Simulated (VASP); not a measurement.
Given:

```
CdS
1.0
    2.10445    -3.64501     0.00000
    2.10445     3.64501     0.00000
    0.00000     0.00000     6.83056
Cd S
2 2
Direct
  0.66667   0.33333   0.49995
  0.33333   0.66667   0.99995
  0.66667   0.33333   0.87705
  0.33333   0.66667   0.37705
```

These are TPSS meta-GGA, VASP's PBE PAW potentials (set 64) (plane waves; VASP) values and carry that method's errors. Run with 520 eV cut-off, 6×6×3 Γ-centred mesh, Gaussian smearing of 0.050 eV, potentials Cd S.

Q: Estimate the energy per atom (σ→0), band gap (on the k-mesh) with the smallest direct gap where there is one.

A: 
```
Property                                      Value
-----------------------------------  --------------
band gap (on the k-mesh)                    1.31 eV
smallest direct gap (on the k-mesh)         1.31 eV
energy per atom (σ→0)                -9.760 eV/atom
```

Only differences to runs with the same potentials and settings are physical.

The compound is CdS in the wurtzite structure. It was relaxed first, which changed the volume by +5 %. The start is the result of an earlier pass.
